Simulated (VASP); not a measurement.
VASP ran on this input.

### INCAR
```
# general
SYSTEM   =  Al3InAs4
PREC     =  Accurate
ENCUT    =  400   # plane-wave cut-off (eV)
LREAL    =  F   # projection in real space or not
LASPH    =  T   # aspherical one-centre terms

# electronic loop
EDIFF    =  1E-6   # SCF stop (eV)
NELM     =  100   # most electronic steps
ALGO     =  Normal
LMAXMIX  =  4   # l cut-off of mixed one-centre charges

# smearing
ISMEAR   =  0   # Gaussian
SIGMA    =  0.05   # width (eV)

# functional
GGA      =  PS

# ions
IBRION   =  2
NSW      =  60   # most ionic steps
ISIF     =  3
EDIFFG   =  -0.02

# output
LWAVE    =  F
LCHARG   =  F
```

KPOINTS:
```
Automatic mesh
0
Gamma
4 4 4
0 0 0
```

POSCAR:
```
Al3InAs4
1
    5.7761707345     0.0000000000     0.0000000000
    0.0000000000     5.7761707345     0.0000000000
    0.0000000000    -0.0000000000     5.7761707345
In As Al
1 4 3
Direct
  0.0000000000   0.0000000000   0.0000000000
  0.2602017511   0.2602017511   0.2602017511
  0.7397982489   0.7397982489   0.2602017511
  0.7397982489   0.2602017511   0.7397982489
  0.2602017511   0.7397982489   0.7397982489
  0.5000000000   0.5000000000   0.0000000000
  0.5000000000   0.0000000000   0.5000000000
  0.0000000000   0.5000000000   0.5000000000
```

POTCAR, in this order: In_d As Al (PBE.64 set). Program: vasp_std.

### Question
Translate this PBEsol calculation to Ansatz.

### Answer
One equivalent input (not run):
Ansatz 0.2 input:
```yaml
crystal:
  lattice:
    - [5.7761707, 0.0000000, 0.0000000]
    - [0.0000000, 5.7761707, 0.0000000]
    - [0.0000000, 0.0000000, 5.7761707]
  atoms:
    - { symbol: In, position: [0.0000000, 0.0000000, 0.0000000] }
    - { symbol: As, position: [0.2602018, 0.2602018, 0.2602018] }
    - { symbol: As, position: [0.7397982, 0.7397982, 0.2602018] }
    - { symbol: As, position: [0.7397982, 0.2602018, 0.7397982] }
    - { symbol: As, position: [0.2602018, 0.7397982, 0.7397982] }
    - { symbol: Al, position: [0.5000000, 0.5000000, 0.0000000] }
    - { symbol: Al, position: [0.5000000, 0.0000000, 0.5000000] }
    - { symbol: Al, position: [0.0000000, 0.5000000, 0.5000000] }
kpoints:
  mp_grid: { grid: [4, 4, 4] }
hamiltonian:
  xc: pbesol
  pseudopotentials: { kind: paw }
scf:
  occupations: { method: gaussian, width: 0.05 }
  max_iter: 100
relax:
  max_steps: 60
  f_tol: 0.02
  cell: {}
output: { forces: true, stress: true, eigenvalues: true }
```
The two are equivalent in intent, not identical: each code has its own PAW files, so the cut-off isn't converted (ENCUT is set for VASP's; basis.ecutwfc is left out, and Ansatz then takes the one that its files recommend); Ansatz stops its SCF on the density residual and VASP on the energy change (EDIFF).

The structure was generated: Al3InAs4 was put into an ordered model structure (P-43m), which need not be its known phase. It was relaxed first. The start is the result of an earlier pass.
